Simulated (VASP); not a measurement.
Input:

```yaml
crystal:
  lattice:
    - [0.00000, 2.84531, 2.84531]
    - [2.84531, 0.00000, 2.84531]
    - [2.84531, 2.84531, 0.00000]
  atoms:
    - { symbol: Li, position: [0.25000, 0.25000, 0.25000] }
    - { symbol: Li, position: [0.75000, 0.75000, 0.75000] }
    - { symbol: S, position: [0.00000, 0.00000, 0.00000] }
```

Computed with AM05 GGA, VASP's PBE PAW potentials (set 64) (plane waves; VASP). Run with 520 eV cut-off, 7×7×7 Γ-centred mesh, Gaussian smearing of 0.050 eV, potentials Li_sv S.

What does the run give for the energy per atom (σ→0)?

The energy per atom (σ→0) is -383.5 kJ/mol of atoms.

Total energies compare only between runs with the same potentials, cut-off and functional.

The compound is Li2S in the antifluorite structure. It was relaxed first.
